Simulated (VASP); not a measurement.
# Li4Ge2B (P1) in VASP: a series of runs, part 2 of 2

VASP 6.6.1.

## (4) Single point, PBE

INCAR

```
  PREC = Accurate
  ENCUT = 520
  EDIFF = 1E-6
  ISMEAR = -1
  SIGMA = 0.05
  LREAL = F
  LASPH = T
  NELM = 80
  ALGO = Normal
  ISIF = 2
  LWAVE = F
  LCHARG = F
  GGA = PE
  NBANDS = 30
```

KPOINTS

```
Automatic mesh
0
Gamma
  4 4 3
```

POSCAR

```
Li4Ge2B
1.0
    4.4713316700      0.0000000000      0.0000000000
   -2.2356658400      3.8722868200      0.0000001100
   -2.2356658400      1.2907621100      6.1216680400
Ge B Li
2 1 4
Direct
    0.3978088311      0.5935465384      0.2228617961
    0.2817630106      0.7455923571      0.7978918305
    0.1315861116      0.8838267713      0.3811897162
    0.8871725941      0.1368563416      0.4651647176
    0.6593573088      0.3074899661      0.1006565469
    0.9708462215     -0.0836268323      0.9652073537
    0.4811405708      0.4209415993      0.6736325666
```

Potentials or basis: VASP PAW PBE potentials, release 64 (Ge_d, B, Li_sv).

Started as:

```
$ cat potpaw_PBE.64/Ge_d/POTCAR potpaw_PBE.64/B/POTCAR potpaw_PBE.64/Li_sv/POTCAR > POTCAR
$ mpirun -np 1 vasp_std > vasp.out
```

OUTCAR:

```text
PREC = Accurate
   ENCUT = 520
   EDIFF = 1E-6
   ISMEAR = -1
   LREAL = F
   LASPH = T
   NELM = 80
   ISIF = 2
   GGA = PE

 ion  position               nearest neighbor table
   1  0.398  0.594  0.223-   5 2.55   2 2.60   5 2.72   6 2.75   4 2.75
   2  0.282  0.746  0.798-   7 2.49   6 2.53   7 2.59   1 2.60   6 2.69
   3  0.132  0.884  0.381-   4 2.20
   4  0.887  0.137  0.465-   3 2.20   5 2.31   7 2.43   1 2.75
   5  0.659  0.307  0.101-   4 2.31   6 2.36   1 2.55   1 2.72
[... 1026 lines left out ...]
  -------------------------------------------------------------------------------------
  Total       -2.0472405     -1.6659249      0.4214220      0.0896899      0.0271268      0.3077939
  in kB      -30.9460535    -25.1820930      6.3702083      1.3557513      0.4100486      4.6526080
  external PRESSURE =     -16.5859794 kB  Pullay stress =       0.0000000 kB

 VOLUME and BASIS-vectors are now :
 -----------------------------------------------------------------------------
  energy-cutoff  :      520.00
  volume of cell :      105.99
      direct lattice vectors                 reciprocal lattice vectors
     4.471331670  0.000000000  0.000000000     0.223647019  0.129122665  0.054451394
    -2.235665840  3.872286820  0.000000110     0.000000000  0.258245335 -0.054451383
    -2.235665840  1.290762110  6.121668040     0.000000000 -0.000000005  0.163354171

 POSITION                                       TOTAL-FORCE (eV/Angst)
 -----------------------------------------------------------------------------------
     -0.04648      2.58604      1.36429        -0.048984     -0.133484      0.685480
     -2.19086      3.91704      4.88443        -0.226535     -0.302498     -0.836378
     -2.23979      3.91446      2.33352         0.477535     -0.112401      0.213740
      2.62092      1.13036      2.84758        -0.673793     -0.027030      0.733587
      2.03573      1.32061      0.61619         0.157284     -0.457312     -0.493366
      0.13439      4.79431      5.90868        -0.500881      0.880564     -0.008601
     -0.29576      2.49951      4.12375         0.815374      0.152161     -0.294462
 -----------------------------------------------------------------------------------
    total drift:                                0.000255     -0.001484     -0.000820

  FREE ENERGIE OF THE ION-ELECTRON SYSTEM (eV)
  ---------------------------------------------------
  free  energy   TOTEN  =       -21.9247038498 eV

  energy  without entropy=      -21.9058622264  energy(sigma->0) =      -21.91528304
```

Run time: 56 s. Hardware: 1 thread of AMD EPYC 9R45 (Zen 5), shared host; peak memory 0.24 GiB.

Results:

```yaml
Free_energy: -21.9247 eV
Largest_force: 1.013 eV/Å
Band_gap_on_the_k_mesh: none (metal or under the smearing width)
```

Forces on the atoms (eV/Å):
```
Ge  -0.049 -0.133  0.685
Ge  -0.227 -0.302 -0.836
B    0.478 -0.112  0.214
Li  -0.674 -0.027  0.734
Li   0.157 -0.457 -0.493
Li  -0.501  0.881 -0.009
Li   0.815  0.152 -0.294
```

Levels at points of the mesh, in eV from the Fermi level:
```
           k point  band 19  band 20  band 21  band 22  band 23  band 24  band 25  band 26
(0.00, 0.00, 0.00)    -1.12    -0.98    -0.75    -0.12     1.53     1.61     1.80     2.80
(0.50, 0.00, 0.00)    -2.54    -2.30    -1.32    -0.18     0.21     1.54     3.84     4.01
(0.00, 0.50, 0.00)    -2.56    -2.29    -1.30    -0.10     0.10     1.58     3.84     4.16
(0.50, 0.50, 0.00)    -2.91    -1.94    -1.49     0.28     0.67     2.19     2.39     3.28
```

Caveat: the k mesh is coarse (spacing up to 0.41 Å⁻¹), so the values aren't converged; the cutoff is under 1.25 times the usual one of these potentials, so pressure, stress and relaxed cells hold a basis-set (Pulay) error; forces of over 1 eV/Å show positions far from the minimum, so gaps and moduli don't describe the material at rest.

## (5) Molecular dynamics, PBE

INCAR

```
SYSTEM = Li4Ge2B
PREC = Accurate
ENCUT = 520
EDIFF = 1E-5
ISMEAR = -1
SIGMA = 0.05
LREAL = .False.
LASPH = .True.
NELM = 100
ALGO = Normal
ISIF = 2
LWAVE = .False.
LCHARG = .False.
GGA = PE
NBANDS = 30
IBRION = 0
NSW = 20
POTIM = 1.0
TEBEG = 1200.0
TEEND = 1200.0
ISYM = 0
NELMIN = 4
RANDOM_SEED = 666209 0 0
MDALGO = 1
ANDERSEN_PROB = 0.0
```

KPOINTS

```
regular mesh
0
Gamma
  4 4 3
  0 0 0
```

POSCAR

```
Li4Ge2B
1.0
    4.4713316700      0.0000000000      0.0000000000
   -2.2356658400      3.8722868200      0.0000001100
   -2.2356658400      1.2907621100      6.1216680400
Ge B Li
2 1 4
Direct
    0.4069500000      0.5930500000      0.2208500000
    0.2664500000      0.7335500000      0.7993500000
    0.1244000000      0.8756000000      0.3732000000
    0.8360000000      0.1640000000      0.5080000000
    0.7006000000      0.2994000000      0.1018000000
    0.9967000000      0.0033000000      0.9901000000
    0.5410000000      0.4590000000      0.6230000000
```

Started as:

```
$ cat potpaw_PBE.64/Ge_d/POTCAR potpaw_PBE.64/B/POTCAR potpaw_PBE.64/Li_sv/POTCAR > POTCAR
$ mpirun -np 1 vasp_std > vasp.out
```

Wall time 6.8 min (1 thread of AMD EPYC 9R45 (Zen 5), shared host); peak memory 0.32 GiB.

Step by step:
```csv
step,potential energy change (eV),largest force (eV/Å),pressure (GPa),volume (Å³),temperature (K)
1,0.0000,0.9791,-3.36,105.99,1205
2,-0.0084,0.9767,-3.23,105.99,1216
3,-0.0165,0.9722,-3.26,105.99,1227
4,-0.0241,0.9671,-3.26,105.99,1236
5,-0.0308,0.9610,-3.28,105.99,1245
6,-0.0359,0.9543,-3.27,105.99,1252
7,-0.0390,0.9478,-3.25,105.99,1256
8,-0.0399,0.9420,-3.21,105.99,1257
9,-0.0386,0.9367,-3.19,105.99,1255
10,-0.0355,0.9321,-3.16,105.99,1251
11,-0.0308,0.9283,-3.13,105.99,1245
12,-0.0249,0.9299,-3.11,105.99,1238
13,-0.0179,0.9923,-3.07,105.99,1229
14,-0.0098,1.0486,-3.01,105.99,1218
15,-0.0007,1.0996,-2.92,105.99,1207
16,0.0091,1.1474,-2.82,105.99,1194
17,0.0190,1.1939,-2.71,105.99,1181
18,0.0285,1.2406,-2.58,105.99,1169
19,0.0365,1.2882,-2.44,105.99,1159
20,0.0424,1.3333,-2.30,105.99,1152
```

Caveat: the k mesh is coarse (spacing up to 0.41 Å⁻¹), so the values aren't converged; the cutoff is under 1.25 times the usual one of these potentials, so pressure, stress and relaxed cells hold a basis-set (Pulay) error.
